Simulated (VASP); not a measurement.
# SiC: excitons from the Bethe-Salpeter equation

Aim: the optical spectrum of SiC with the electron-hole interaction. The cell has space group P6_3mc. The start is a cell from a database of measured crystal structures.

Method: r2SCAN; plane waves and PAW (Si_GW, C_GW), in the first sound run; inputs show where later runs differ, in VASP 6.6.1.

## Step 1: Set-up

The structure is hexagonal, space group P6_3mc (No. 186). The conventional cell has a = 3.079 Å, b = 3.079 Å, c = 20.146 Å, α = 90.00°, β = 90.00°, γ = 120.00°. Nearest to Si lie 4 C at 1.88 to 1.89 Å. C has 4 Si at 1.88 to 1.89 Å nearest. Nearest to C lie 4 Si at 1.88 to 1.89 Å. Farther neighbours are not listed.

## Step 2: Ground state

The orbitals come from a self-consistent r2SCAN run with a tight EDIFF and a narrow smearing. KPOINTS_OPT adds the bands along a path, which shows whether the mesh holds the band edges.

File INCAR:

```
SYSTEM = SiC
PREC = Accurate
ENCUT = 440
EDIFF = 1E-08
NELM = 100
ISMEAR = 0
SIGMA = 0.01
LREAL = .FALSE.
ALGO = Normal
METAGGA = R2SCAN
LASPH = .TRUE.
NBANDS = 48
LORBIT = 11
LWAVE = .TRUE.
LCHARG = .FALSE.
KPAR = 4
```

File POSCAR:

```
SiC
1.0
    3.0790000000      0.0000000000      0.0000000000
   -1.5395000000      2.6664922183      0.0000000000
    0.0000000000      0.0000000000     20.1460000000
Si C
8 8
Direct
    0.3333333333      0.6666666667      0.2500000000
    0.6666666667      0.3333333333      0.7500000000
    0.3333333333      0.6666666667      0.6250000000
    0.6666666667      0.3333333333      0.1250000000
    0.0000000000      0.0000000000      0.0000000000
    0.0000000000      0.0000000000      0.5000000000
    0.3333333333      0.6666666667      0.8750000000
    0.6666666667      0.3333333333      0.3750000000
    0.3333333333      0.6666666667      0.9690000000
    0.6666666667      0.3333333333      0.4690000000
    0.0000000000      0.0000000000      0.0940000000
    0.0000000000      0.0000000000      0.5940000000
    0.3333333333      0.6666666667      0.3440000000
    0.6666666667      0.3333333333      0.8440000000
    0.3333333333      0.6666666667      0.7190000000
    0.6666666667      0.3333333333      0.2190000000
```

File KPOINTS:

```
Automatic mesh
0
Gamma
6 6 1
0 0 0
```

File KPOINTS_OPT:

```
Line mode
8
Line-mode
Reciprocal
  0.00000000   0.00000000   0.00000000 GAMMA
  0.50000000   0.00000000   0.00000000 M

  0.50000000   0.00000000   0.00000000 M
  0.33333333   0.33333333   0.00000000 K

  0.33333333   0.33333333   0.00000000 K
  0.00000000   0.00000000   0.00000000 GAMMA

  0.00000000   0.00000000   0.00000000 GAMMA
  0.00000000   0.00000000   0.50000000 A

  0.00000000   0.00000000   0.50000000 A
  0.50000000   0.00000000   0.50000000 L

  0.50000000   0.00000000   0.50000000 L
  0.33333333   0.33333333   0.50000000 H

  0.33333333   0.33333333   0.50000000 H
  0.00000000   0.00000000   0.50000000 A

  0.50000000   0.00000000   0.50000000 L
  0.50000000   0.00000000   0.00000000 M

  0.33333333   0.33333333   0.00000000 K
  0.33333333   0.33333333   0.50000000 H
```

Potentials, in the order of the species: Si_GW and C_GW (PBE family, release 64).

On the command line:

```
$ mpirun -np 8 vasp_std
```

What it wrote:

```text
[banner, memory and clock lines left out]
running    8 mpi-ranks, on    1 nodes
 distrk:  each k-point on    2 cores,    4 groups
 distr:  one band on    1 cores,    2 groups

 POSCAR found type information on POSCAR SiC
 POSCAR found :  2 types and      16 ions
|                                                                             |
|           W    W    AA    RRRRR   N    N  II  N    N   GGGG   !!!           |
|           W    W   A  A   R    R  NN   N  II  NN   N  G    G  !!!           |
|           W    W  A    A  R    R  N N  N  II  N N  N  G       !!!           |
|           W WW W  AAAAAA  RRRRR   N  N N  II  N  N N  G  GGG   !            |
|           WW  WW  A    A  R   R   N   NN  II  N   NN  G    G                |
|           W    W  A    A  R    R  N    N  II  N    N   GGGG   !!!           |
|                                                                             |
|     For optimal performance we recommend to set                             |
|       NCORE = 2 up to number-of-cores-per-socket                            |
|     NCORE specifies how many cores store one orbital (NPAR=cpu/NCORE).      |
|     This setting can greatly improve the performance of VASP for DFT.       |
|     The default, NCORE=1 might be grossly inefficient on modern             |
|     multi-core architectures or massively parallel machines. Do your        |
|     Unfortunately you need to use the default for GW and RPA                |
|     calculations (for HF NCORE is supported but not extensively tested      |
|     yet).                                                                   |
|                                                                             |

|                                                                             |
|               ----> ADVICE to this user running VASP <----                  |
|                                                                             |
|     You enforced a specific xc type in the INCAR file but a different       |
|     [... a line on the potential file left out ...]
|     I HOPE YOU KNOW WHAT YOU ARE DOING!                                     |
|                                                                             |

 LDA part: xc-table for (None), standard interpolation
 POSCAR, INCAR and KPOINTS ok, starting setup
 FFT: planning ... GRIDC
 FFT: planning ... GRID_SOFT
 FFT: planning ... GRID
 WAVECAR not read
 entering main loop
       N       E                     dE             d eps       ncg     rms          rms(c)
DAV:   1     0.144330305937E+03    0.14433E+03   -0.28109E+04   880   0.118E+03
DAV:   2    -0.161995827233E+03   -0.30633E+03   -0.28204E+03  1184   0.275E+02
DAV:   3    -0.180983653213E+03   -0.18988E+02   -0.18648E+02   848   0.612E+01
DAV:   4    -0.182878282925E+03   -0.18946E+01   -0.18890E+01  1272   0.275E+01
DAV:   5    -0.182889282114E+03   -0.10999E-01   -0.10990E-01   880   0.174E+00    0.193E+01
DAV:   6    -0.154009760021E+03    0.28880E+02   -0.35012E+01   888   0.260E+01    0.681E+00
DAV:   7    -0.154489583857E+03   -0.47982E+00   -0.93762E+00  1160   0.156E+01    0.356E+00
DAV:   8    -0.154559777641E+03   -0.70194E-01   -0.44185E-01  1072   0.383E+00    0.975E-01
DAV:   9    -0.154540173331E+03    0.19604E-01   -0.74170E-02   912   0.131E+00    0.213E-01
DAV:  10    -0.154541447935E+03   -0.12746E-02   -0.30203E-02  1064   0.697E-01    0.202E-01
DAV:  11    -0.154540488277E+03    0.95966E-03   -0.37421E-03   952   0.325E-01    0.333E-02
DAV:  12    -0.154540517669E+03   -0.29392E-04   -0.23979E-04  1016   0.844E-02    0.180E-02
DAV:  13    -0.154540516664E+03    0.10054E-05   -0.55447E-05  1072   0.319E-02    0.174E-03
DAV:  14    -0.154540518179E+03   -0.15151E-05   -0.29787E-06   880   0.103E-02    0.234E-03
DAV:  15    -0.154540519307E+03   -0.11286E-05   -0.98743E-07  1136   0.520E-03    0.252E-04
DAV:  16    -0.154540519531E+03   -0.22362E-06   -0.66999E-08   848   0.153E-03    0.244E-04
DAV:  17    -0.154540519423E+03    0.10738E-06   -0.82288E-09   584   0.678E-04    0.176E-04
DAV:  18    -0.154540519357E+03    0.66047E-07   -0.28278E-09   544   0.588E-04    0.106E-04
DAV:  19    -0.154540519330E+03    0.27866E-07   -0.22414E-09   568   0.399E-04    0.359E-05
DAV:  20    -0.154540519329E+03    0.28467E-09   -0.10284E-09   528   0.340E-04
   1 F= -.15454052E+03 E0= -.15454052E+03  d E =-.634003E-45
 Start KPOINTS_OPT (optional k-point list driver)
k-point batch [1-7\72]
       N       E                     dE             ncg
DAV:   1     0.319856801367E+04   -0.28745E+04      904
DAV:   2     0.104539263472E+04   -0.21532E+04     1176
DAV:   3     0.890884022385E+03   -0.15451E+03      872
DAV:   4     0.872294782559E+03   -0.18589E+02     1256
DAV:   5     0.872168959957E+03   -0.12582E+00      912
DAV:   6     0.872159346325E+03   -0.96136E-02     1256
DAV:   7     0.872159276683E+03   -0.69642E-04      944
DAV:   8     0.872159272877E+03   -0.38062E-05     1264
DAV:   9     0.872159272812E+03   -0.65397E-07      760
DAV:  10     0.872159272810E+03   -0.19151E-08      664
[...]
k-point batch [71-72\72]
       N       E                     dE             ncg
DAV:   1     0.131935806947E+05   -0.43540E+04      248
DAV:   2     0.126548391480E+05   -0.53874E+03      328
DAV:   3     0.126282541817E+05   -0.26585E+02      256
DAV:   4     0.126260103162E+05   -0.22439E+01      320
DAV:   5     0.126259894610E+05   -0.20855E-01      280
DAV:   6     0.126259880227E+05   -0.14383E-02      336
DAV:   7     0.126259880060E+05   -0.16660E-04      264
DAV:   8     0.126259880052E+05   -0.79854E-06      344
DAV:   9     0.126259880052E+05   -0.36380E-07      208
DAV:  10     0.126259880052E+05   -0.20664E-08      184
 writing wavefunctions
```

Run time: 3.8 min. Hardware: 8 MPI ranks of AMD EPYC 7R43, shared host; peak memory 1.9 GiB; 30 min of CPU time.

Lines that name or quote the potential files are left out of all logs, and their timing lines are given in words.

From OUTCAR (step 2):

```text
ion  position               nearest neighbor table
   1  0.333  0.667  0.250-  16 1.88  16 1.88  16 1.88  13 1.89   8 3.08   4 3.08   4 3.08   8 3.08
                             8 3.08   4 3.08
   2  0.667  0.333  0.750-  15 1.88  15 1.88  15 1.88  14 1.89   3 3.08   7 3.08   7 3.08   3 3.08
                             7 3.08   3 3.08
   3  0.333  0.667  0.625-  12 1.88  12 1.88  12 1.88  15 1.89   6 3.08   2 3.08   2 3.08   6 3.08
                             6 3.08   2 3.08
   4  0.667  0.333  0.125-  11 1.88  11 1.88  11 1.88  16 1.89   5 3.08   1 3.08   1 3.08   5 3.08
                             5 3.08   1 3.08
   5  0.000  0.000  0.000-   9 1.88   9 1.88   9 1.88  11 1.89   7 3.08   4 3.08   7 3.08   4 3.08
                             7 3.08   4 3.08
   6  0.000  0.000  0.500-  10 1.88  10 1.88  10 1.88  12 1.89   8 3.08   3 3.08   8 3.08   3 3.08
                             3 3.08   8 3.08
   7  0.333  0.667  0.875-  14 1.88  14 1.88  14 1.88   9 1.89   2 3.08   5 3.08   2 3.08   5 3.08
                             5 3.08   2 3.08
   8  0.667  0.333  0.375-  13 1.88  13 1.88  13 1.88  10 1.89   6 3.08   1 3.08   1 3.08   6 3.08
                             6 3.08   1 3.08
   9  0.333  0.667  0.969-   5 1.88   5 1.88   5 1.88   7 1.89
  10  0.667  0.333  0.469-   6 1.88   6 1.88   6 1.88   8 1.89
  11  0.000  0.000  0.094-   4 1.88   4 1.88   4 1.88   5 1.89
  12  0.000  0.000  0.594-   3 1.88   3 1.88   3 1.88   6 1.89
  13  0.333  0.667  0.344-   8 1.88   8 1.88   8 1.88   1 1.89
  14  0.667  0.333  0.844-   7 1.88   7 1.88   7 1.88   2 1.89
  15  0.333  0.667  0.719-   2 1.88   2 1.88   2 1.88   3 1.89
  16  0.667  0.333  0.219-   1 1.88   1 1.88   1 1.88   4 1.89

  LATTYP: Found a hexagonal cell.
 ALAT       =     3.0790000000
 C/A-ratio  =     6.5430334524

 Subroutine GETGRP returns: Found 12 space group operations
 (whereof  6 operations were pure point group operations)

The static configuration has the point symmetry C_3v.
 The point group associated with its full space group is C_6v.

 Found      7 irreducible k-points:

   k-points           NKPTS =      7   k-points in BZ     NKDIM =      7   number of bands    NBANDS=     48

   dimension x,y,z NGX =    24 NGY =   24 NGZ =  140
   dimension x,y,z NGXF=    48 NGYF=   48 NGZF=  280

   ENCUT  =  440.0 eV  32.34 Ry    5.69 a.u.   5.27  5.27 34.46*2*pi/ulx,y,z

   NELECT =      64.0000    total number of electrons

 k-points in reciprocal lattice and weights: Automatic mesh
   0.00000000  0.00000000  0.00000000       0.028
   0.16666667  0.00000000  0.00000000       0.167
   0.33333333  0.00000000  0.00000000       0.167
   0.50000000  0.00000000  0.00000000       0.083
   0.16666667  0.16666667  0.00000000       0.167
   0.33333333  0.16666667  0.00000000       0.333
   0.33333333  0.33333333  0.00000000       0.056

 average (electrostatic) potential at core
       1 -66.4726       2 -66.4726       3 -66.4442       4 -66.4442       5 -66.4109
       6 -66.4109       7 -66.4052       8 -66.4052       9 -46.9648      10 -46.9648
      11 -46.9902      12 -46.9902      13 -46.9478      14 -46.9478      15 -47.0440
      16 -47.0440

 E-fermi :   7.7826

 k-point     1 :       0.0000    0.0000    0.0000
  band No.  band energies     occupation
    ...
     28       7.4993      2.00000
     29       7.4993      2.00000
     30       7.6820      2.00000
     31       7.6820      2.00000
     32       7.6849      2.00000
     33      13.4591      0.00000
     34      13.5249      0.00000
     35      13.8586      0.00000
     36      14.1251      0.00000
     37      14.3430      0.00000
    ...

 k-point     2 :       0.1667    0.0000    0.0000
  band No.  band energies     occupation
    ...
     28       6.6190      2.00000
     29       7.0972      2.00000
     30       7.1388      2.00000
     31       7.3836      2.00000
     32       7.4366      2.00000
     33      12.9361      0.00000
     34      13.1671      0.00000
     35      13.1896      0.00000
     36      13.6708      0.00000
     37      13.9386      0.00000
    ...

 k-point     3 :       0.3333    0.0000    0.0000
  band No.  band energies     occupation
    ...
     28       6.1380      2.00000
     29       6.3866      2.00000
     30       6.4218      2.00000
     31       6.6254      2.00000
     32       6.8229      2.00000
     33      10.8155      0.00000
     34      10.8743      0.00000
     35      11.5192      0.00000
     36      11.8575      0.00000
     37      12.6048      0.00000
    ...

  Total       -1.3497202     -1.3497202     -2.1289635      0.0000000      0.0000000      0.0000000
  in kB      -13.0742108    -13.0742108    -20.6224362      0.0000000      0.0000000      0.0000000
  external PRESSURE =     -15.5902859 kB  Pullay stress =       0.0000000 kB

  energy-cutoff  :      440.00
  volume of cell :      165.40
      direct lattice vectors                 reciprocal lattice vectors
     3.079000000  0.000000000  0.000000000     0.324780773  0.187512267  0.000000000
    -1.539500000  2.666492218  0.000000000     0.000000000  0.375024533  0.000000000
     0.000000000  0.000000000 20.146000000     0.000000000  0.000000000  0.049637645

 POSITION                                       TOTAL-FORCE (eV/Angst)
 -----------------------------------------------------------------------------------
     -0.00000      1.77766      5.03650         0.000000      0.000000      0.080044
      1.53950      0.88883     15.10950        -0.000000     -0.000000      0.080044
     -0.00000      1.77766     12.59125        -0.000000      0.000000      0.066460
      1.53950      0.88883      2.51825         0.000000      0.000000      0.066460
      0.00000      0.00000      0.00000        -0.000000     -0.000000      0.077315
      0.00000      0.00000     10.07300         0.000000     -0.000000      0.077315
     -0.00000      1.77766     17.62775         0.000000     -0.000000      0.068611
      1.53950      0.88883      7.55475        -0.000000      0.000000      0.068611
     -0.00000      1.77766     19.52147         0.000000      0.000000     -0.088196
      1.53950      0.88883      9.44847        -0.000000      0.000000     -0.088196
      0.00000      0.00000      1.89372         0.000000      0.000000     -0.069330
      0.00000      0.00000     11.96672         0.000000      0.000000     -0.069330
     -0.00000      1.77766      6.93022         0.000000      0.000000      0.031432
      1.53950      0.88883     17.00322        -0.000000      0.000000      0.031432
     -0.00000      1.77766     14.48497         0.000000      0.000000     -0.166336
      1.53950      0.88883      4.41197        -0.000000      0.000000     -0.166336
 -----------------------------------------------------------------------------------
    total drift:                                0.000000      0.000000     -0.004585

  FREE ENERGIE OF THE ION-ELECTRON SYSTEM (eV)
  ---------------------------------------------------
  free  energy   TOTEN  =      -154.5405193293 eV

  energy  without entropy=     -154.5405193293  energy(sigma->0) =     -154.54051933

 total charge
# of ion       s       p       d       tot
------------------------------------------
    1        0.674   0.950   0.217   1.841
    2        0.674   0.950   0.217   1.841
    3        0.674   0.949   0.217   1.840
    4        0.674   0.949   0.217   1.840
    5        0.674   0.949   0.217   1.841
    6        0.674   0.949   0.217   1.841
    7        0.675   0.945   0.217   1.837
    8        0.675   0.945   0.217   1.837
    9        0.824   1.682   0.000   2.506
   10        0.824   1.682   0.000   2.506
   11        0.824   1.682   0.000   2.507
   12        0.824   1.682   0.000   2.507
   13        0.825   1.684   0.000   2.509
   14        0.825   1.684   0.000   2.509
   15        0.825   1.683   0.000   2.507
   16        0.825   1.683   0.000   2.507
--------------------------------------------------
tot         11.992  21.047   1.736  34.775

[... 3 further parts left out ...]
```

The PAW data sets were made with PBE, which is usual practice but a small mismatch for other functionals.

This step gave:

```
free energy (TOTEN)               : -154.5405 eV
Fermi energy                      : 7.783 eV
pressure                          : -1.559 GPa
least gap on mesh and path        : 2.143 eV
least direct gap on mesh and path : 3.296 eV
```

The highest empty bands on the path are converged less tightly, to about 0.1 eV. The electronic bands at the labelled points (eV, zero at the valence-band top; v1 is the highest filled band, c1 the lowest empty one):

| point | v4 | v3 | v2 | v1 | c1 | c2 | c3 | c4 |
| --- | --- | --- | --- | --- | --- | --- | --- | --- |
| Γ | -0.19 | 0.00 | 0.00 | 0.00 | 5.77 | 5.84 | 6.17 | 6.44 |
| 0.43 of the way | -0.79 | -0.75 | -0.49 | -0.42 | 4.58 | 4.78 | 4.92 | 5.39 |
| M | -1.62 | -1.58 | -1.45 | -1.15 | 2.14 | 2.35 | 3.29 | 3.53 |
| 0.43 of the way | -2.30 | -2.04 | -1.75 | -1.55 | 3.02 | 3.44 | 4.28 | 4.65 |
| K | -2.58 | -2.52 | -2.23 | -2.23 | 3.72 | 4.47 | 4.59 | 4.59 |
| 0.43 of the way | -2.18 | -1.61 | -1.08 | -0.87 | 4.75 | 5.02 | 5.15 | 5.36 |
| Γ | -0.19 | 0.00 | 0.00 | 0.00 | 5.77 | 5.84 | 6.17 | 6.44 |
| 0.57 of the way | -0.11 | -0.11 | -0.02 | -0.02 | 5.78 | 5.82 | 6.21 | 6.37 |
| A | -0.06 | -0.06 | -0.06 | -0.06 | 5.80 | 5.80 | 6.28 | 6.28 |
| 0.43 of the way | -0.72 | -0.72 | -0.51 | -0.51 | 4.64 | 4.64 | 5.17 | 5.17 |
| L | -1.67 | -1.67 | -1.28 | -1.28 | 2.27 | 2.27 | 3.33 | 3.33 |
| 0.57 of the way | -2.19 | -2.19 | -1.84 | -1.84 | 3.52 | 3.52 | 4.83 | 4.83 |
| H | -2.71 | -2.71 | -2.09 | -2.09 | 4.04 | 4.04 | 4.41 | 4.41 |
| 0.57 of the way | -1.41 | -1.41 | -0.59 | -0.59 | 5.57 | 5.57 | 5.63 | 5.63 |
| A | -0.06 | -0.06 | -0.06 | -0.06 | 5.80 | 5.80 | 6.28 | 6.28 |
| jump to L | -1.67 | -1.67 | -1.28 | -1.28 | 2.27 | 2.27 | 3.33 | 3.33 |
| 0.57 of the way | -1.78 | -1.50 | -1.44 | -1.18 | 2.17 | 2.34 | 3.29 | 3.47 |
| M | -1.62 | -1.58 | -1.45 | -1.15 | 2.14 | 2.35 | 3.29 | 3.53 |
| jump to K | -2.58 | -2.52 | -2.23 | -2.23 | 3.72 | 4.47 | 4.59 | 4.59 |
| 0.43 of the way | -2.70 | -2.56 | -2.16 | -2.16 | 3.78 | 4.36 | 4.50 | 4.50 |
| H | -2.71 | -2.71 | -2.09 | -2.09 | 4.04 | 4.04 | 4.41 | 4.41 |

Of the projections kept (Si, C), the largest for each band there; the rest of the weight can lie on other orbitals:

| point | v4 | v3 | v2 | v1 | c1 | c2 | c3 | c4 |
| --- | --- | --- | --- | --- | --- | --- | --- | --- |
| Γ | C 0.73 | C 0.74 | C 0.74 | C 0.74 | Si 0.65 | Si 0.65 | Si 0.65 | Si 0.64 |
| M | C 0.64 | C 0.64 | C 0.64 | C 0.66 | Si 0.66 | Si 0.70 | Si 0.78 | Si 0.63 |
| K | C 0.59 | C 0.60 | C 0.60 | C 0.60 | Si 0.76 | Si 0.61 | Si 0.67 | Si 0.67 |
| Γ | C 0.73 | C 0.74 | C 0.74 | C 0.74 | Si 0.65 | Si 0.65 | Si 0.65 | Si 0.64 |
| A | C 0.74 | C 0.74 | C 0.74 | C 0.74 | Si 0.65 | Si 0.65 | Si 0.65 | Si 0.65 |
| L | C 0.63 | C 0.63 | C 0.65 | C 0.65 | Si 0.67 | Si 0.67 | Si 0.73 | Si 0.73 |

The cell has a gap of 2.14 eV on mesh and path. Forces of up to 0.17 eV/Å remain in these settings.

(Part 1 of 3 ends here.)

[Lines on the potential files, build, host, timing and source positions are cut from VASP's logs without a mark.]

[Logs are printed without paths, hosts, clocks, repeated set-up lines and the standing remarks that a program may print on its own settings, such as how far it seeks lower states.]

[Hosts, paths, dates, database ids (printed as entryN), source tags and the programs' standing remarks are cut or masked in the printed files.]

[Pressures printed for these runs are not shown converged in the cutoff: they can be off by several GPa and have the wrong sign.]
